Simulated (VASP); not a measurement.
A convergence study with VASP on MoS₂ (2H layered): one setting is varied, all else stays as given below, so the limit is that of these other settings.

```yaml
crystal:
  lattice:
    - [1.58000, -2.73664, 0.00000]
    - [1.58000, 2.73664, 0.00000]
    - [0.00000, 0.00000, 12.30000]
  atoms:
    - { symbol: Mo, position: [0.33333, 0.66667, 0.25000] }
    - { symbol: Mo, position: [0.66667, 0.33333, 0.75000] }
    - { symbol: S, position: [0.33333, 0.66667, 0.87900] }
    - { symbol: S, position: [0.66667, 0.33333, 0.37900] }
    - { symbol: S, position: [0.66667, 0.33333, 0.12100] }
    - { symbol: S, position: [0.33333, 0.66667, 0.62100] }
```

Method: PBEsol GGA, VASP's PBE PAW potentials (set 64) (plane waves; VASP 6.6.1). The tightest run used: 550 eV cut-off, 17×17×4 Γ-centred mesh, Gaussian smearing of 0.050 eV, potentials Mo_sv S.

Task: The settings run are 1×1×1 mesh; 2×2×1 mesh; 3×3×1 mesh; 4×4×1 mesh; 5×5×1 mesh; 6×6×1 mesh; 8×8×2 mesh; 9×9×2 mesh; 10×10×2 mesh; 11×11×2 mesh; 12×12×3 mesh; 13×13×3 mesh; 14×14×3 mesh; 15×15×3 mesh; 16×16×4 mesh; 17×17×4 mesh. From which on does the stress (every component) stay within 0.1 GPa of the tightest run?

Result: From 8×8×2 mesh on: it is off by 0.01 there and by no more than 0.1 in any finer run, while 6×6×1 mesh is off by 0.44.
| setting | E (eV/atom) | pressure (GPa) | largest force (eV/Å) | irreducible k-points | difference judged (GPa) |
|---|---|---|---|---|---|
| 1×1×1 mesh | -4.8047 | 19.36 | 5.020 | 1 | 38.35 |
| 2×2×1 mesh | -7.5203 | -1.64 | 0.312 | 2 | 6.82 |
| 3×3×1 mesh | -7.8013 | -4.01 | 0.899 | 3 | 0.45 |
| 4×4×1 mesh | -7.8210 | -4.41 | 0.728 | 4 | 0.40 |
| 5×5×1 mesh | -7.8027 | -4.03 | 0.677 | 5 | 0.45 |
| 6×6×1 mesh | -7.8026 | -4.03 | 0.680 | 7 | 0.44 |
| 8×8×2 mesh | -7.8082 | -4.19 | 0.655 | 20 | 0.01 |
| 9×9×2 mesh | -7.8082 | -4.19 | 0.655 | 24 | 0.01 |
| 10×10×2 mesh | -7.8083 | -4.19 | 0.655 | 28 | 0.00 |
| 11×11×2 mesh | -7.8083 | -4.19 | 0.655 | 32 | 0.01 |
| 12×12×3 mesh | -7.8083 | -4.19 | 0.655 | 38 | 0.00 |
| 13×13×3 mesh | -7.8083 | -4.19 | 0.655 | 42 | 0.00 |
| 14×14×3 mesh | -7.8083 | -4.19 | 0.655 | 48 | 0.00 |
| 15×15×3 mesh | -7.8083 | -4.19 | 0.655 | 54 | 0.00 |
| 16×16×4 mesh | -7.8083 | -4.19 | 0.655 | 90 | 0.00 |
| 17×17×4 mesh | -7.8083 | -4.19 | 0.655 | 99 | 0.00 |

Left out are rungs that failed or repeat a setting and relaxations that didn't move; long series are thinned to 24 rows.

The compound is MoS2 in the 2H layered structure. The cell was not relaxed at this level, forces remain on its atoms.
